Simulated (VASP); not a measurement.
Computed with r2SCAN+rVV10, VASP's PBE PAW potentials (set 64) (plane waves; VASP).

VASP input:

KPOINTS:
```
Automatic mesh
0
Gamma
14 14 14
0 0 0
```

**INCAR**
```
ALGO=Normal
BPARAM=11.95
CPARAM=0.0093
EDIFF=1E-6
EDIFFG=-0.01
ENCUT=400
IBRION=2
ISIF=3
ISMEAR=1
LASPH=.TRUE.
LCHARG=.FALSE.
LMAXMIX=4
LMIXTAU=.TRUE.
LREAL=.FALSE.
LUSE_VDW=.TRUE.
LWAVE=.FALSE.
METAGGA=R2SCAN
NELM=100
NSW=60
PREC=Accurate
SIGMA=0.1
SYSTEM=Ag
```

### POSCAR
```
Ag
1.0
  0.0000000000   2.0430000000   2.0430000000
  2.0430000000   0.0000000000   2.0430000000
  2.0430000000   2.0430000000   0.0000000000
Ag
1
Cartesian
  0.0000000000   0.0000000000   0.0000000000
```

POTCAR, in this order: Ag (PBE.64 set). Program: vasp_std.

The run wrote:

**OUTCAR**
```
 ion  position               nearest neighbor table
   1  0.000  0.000  0.000-
  LATTYP: Found a face centered cubic cell.
 ALAT       =     4.0860000000
 Subroutine PRICEL returns:
 Original cell was already a primitive cell.
 Subroutine GETGRP returns: Found 48 space group operations
The static configuration has the point symmetry O_h .
The dynamic configuration has the point symmetry O_h .
 Subroutine INISYM returns: Found 48 space group operations
 Subroutine IBZKPT returns following result:
 Found    104 irreducible k-points:

 Following reciprocal coordinates:
            Coordinates               Weight
  0.000000  0.000000  0.000000      1.000000
  0.071429  0.000000  0.000000      8.000000
  0.142857  0.000000  0.000000      8.000000
  0.214286  0.000000  0.000000      8.000000
  0.285714  0.000000  0.000000      8.000000
  0.357143  0.000000  0.000000      8.000000
  0.428571  0.000000  0.000000      8.000000
  0.500000  0.000000  0.000000      4.000000
  0.071429  0.071429  0.000000      6.000000
  0.142857  0.071429  0.000000     24.000000
...
```

OSZICAR:
```
       N       E                     dE             d eps       ncg     rms          rms(c)
DAV:   1     0.178668416370E+02    0.17867E+02   -0.50102E+03  1960   0.911E+02
DAV:   2    -0.241557059167E+02   -0.42023E+02   -0.39883E+02  1941   0.190E+02
DAV:   3    -0.245312038622E+02   -0.37550E+00   -0.37535E+00  2241   0.212E+01
DAV:   4    -0.245322058770E+02   -0.10020E-02   -0.10020E-02  2063   0.100E+00
DAV:   5    -0.245322165341E+02   -0.10657E-04   -0.10657E-04  2145   0.915E-02    0.618E+00
DAV:   6    -0.208757666111E+02    0.36564E+01   -0.81356E+00  1883   0.325E+01    0.503E+00
DAV:   7    -0.210265043346E+02   -0.15074E+00   -0.55389E-01  1879   0.743E+00    0.246E+00
DAV:   8    -0.210176425654E+02    0.88618E-02   -0.32029E-02  1873   0.162E+00    0.147E-01
DAV:   9    -0.210327352047E+02   -0.15093E-01   -0.29372E-02  1920   0.135E+00    0.166E-01
DAV:  10    -0.210326137966E+02    0.12141E-03   -0.15808E-03  1895   0.489E-01    0.670E-02
DAV:  11    -0.210352820368E+02   -0.26682E-02   -0.47575E-03  1903   0.583E-01    0.636E-02
DAV:  12    -0.210350682307E+02    0.21381E-03   -0.18417E-04  2040   0.138E-01    0.513E-02
DAV:  13    -0.210351715408E+02   -0.10331E-03   -0.16215E-04  1898   0.137E-01    0.227E-02
DAV:  14    -0.210352276970E+02   -0.56156E-04   -0.10666E-04  1932   0.858E-02    0.577E-03
DAV:  15    -0.210352273627E+02    0.33427E-06   -0.43266E-06  1940   0.237E-02
   1 F= -.21035227E+02 E0= -.21035032E+02  d E =-.210352E+02
       N       E                     dE             d eps       ncg     rms          rms(c)
DAV:   1    -0.210516631951E+02   -0.16435E-01   -0.30732E-01  1901   0.684E+00    0.825E-01
DAV:   2    -0.210344406507E+02    0.17223E-01   -0.83884E-02  1899   0.302E+00    0.228E-01
DAV:   3    -0.210352446255E+02   -0.80397E-03   -0.10879E-03  1874   0.316E-01    0.174E-01
DAV:   4    -0.210348892456E+02    0.35538E-03   -0.34296E-03  1935   0.496E-01    0.806E-02
DAV:   5    -0.210353392345E+02   -0.44999E-03   -0.12095E-03  1891   0.338E-01    0.109E-02
DAV:   6    -0.210353381320E+02    0.11025E-05   -0.41080E-05  1928   0.680E-02    0.664E-03
DAV:   7    -0.210353469640E+02   -0.88320E-05   -0.43224E-06  1908   0.259E-02    0.239E-03
DAV:   8    -0.210353445254E+02    0.24386E-05   -0.39457E-07   995   0.795E-03    0.104E-03
DAV:   9    -0.210353472733E+02   -0.27479E-05   -0.33442E-07   950   0.779E-03    0.486E-04
DAV:  10    -0.210353468319E+02    0.44143E-06   -0.89227E-09   965   0.128E-03
   2 F= -.21035347E+02 E0= -.21035201E+02  d E =-.119469E-03
       N       E                     dE             d eps       ncg     rms          rms(c)
DAV:   1    -0.210380085523E+02   -0.26613E-02   -0.48305E-02  1899   0.273E+00    0.331E-01
DAV:   2    -0.210353248435E+02    0.26837E-02   -0.12761E-02  1898   0.118E+00    0.960E-02
DAV:   3    -0.210354410242E+02   -0.11618E-03   -0.17556E-04  1872   0.127E-01    0.730E-02
DAV:   4    -0.210353852257E+02    0.55798E-04   -0.56941E-04  1920   0.203E-01    0.326E-02
DAV:   5    -0.210354461211E+02   -0.60895E-04   -0.20748E-04  1890   0.140E-01    0.367E-03
DAV:   6    -0.210354529597E+02   -0.68386E-05   -0.59387E-06  1917   0.252E-02    0.245E-03
DAV:   7    -0.210354513194E+02    0.16403E-05   -0.14149E-06  1873   0.145E-02    0.403E-04
DAV:   8    -0.210354530261E+02   -0.17067E-05   -0.25590E-07   964   0.660E-03    0.337E-04
DAV:   9    -0.210354522655E+02    0.76057E-06   -0.37141E-08   945   0.238E-03
   3 F= -.21035452E+02 E0= -.21035285E+02  d E =-.224903E-03
```

**OUTCAR**
```
------------------------ aborting loop because EDIFF is reached ----------------------------------------
  FORCE on cell =-STRESS in cart. coord.  units (eV):
  Direction    XX          YY          ZZ          XY          YZ          ZX
  --------------------------------------------------------------------------------------
  Total        0.0022856      0.0022856      0.0022856      0.0000000      0.0000000      0.0000000
  in kB        0.2160591      0.2160591      0.2160591      0.0000000      0.0000000      0.0000000
  external PRESSURE =       0.2160591 kB  Pullay stress =       0.0000000 kB
  volume of cell :       16.95
      direct lattice vectors                 reciprocal lattice vectors
     0.000000000  2.038788113  2.038788113    -0.245243729  0.245243729  0.245243729
     2.038788113  0.000000000  2.038788113     0.245243729 -0.245243729  0.245243729
     2.038788113  2.038788113 -0.000000000     0.245243729  0.245243729 -0.245243729
 POSITION                                       TOTAL-FORCE (eV/Angst)
 -----------------------------------------------------------------------------------
      0.00000      0.00000      0.00000         0.000000     -0.000000      0.000000
 -----------------------------------------------------------------------------------
    total drift:                               -0.000000     -0.000000     -0.000000
  FREE ENERGIE OF THE ION-ELECTRON SYSTEM (eV)
  ---------------------------------------------------
  free  energy   TOTEN  =       -21.0354522655 eV

  energy  without entropy=      -21.0349505266  energy(sigma->0) =      -21.03528502

 reached required accuracy - stopping structural energy minimisation
```
(Selected blocks of OUTCAR.)

File CONTCAR:
```
Ag
   1.00000000000000
     0.0000000000000000    2.0387881128303347    2.0387881128303347
     2.0387881128303347    0.0000000000000000    2.0387881128303347
     2.0387881128303347    2.0387881128303347   -0.0000000000000000
  Ag
     1
Direct
     0.0000000000000000    0.0000000000000000    0.0000000000000000
```

The structure comes from a measured Ag entry (Fm-3m) of the Crystallography Open Database, whose conditions weren't checked. This run relaxes it. Symmetry was kept, so distortions that lower it aren't found.
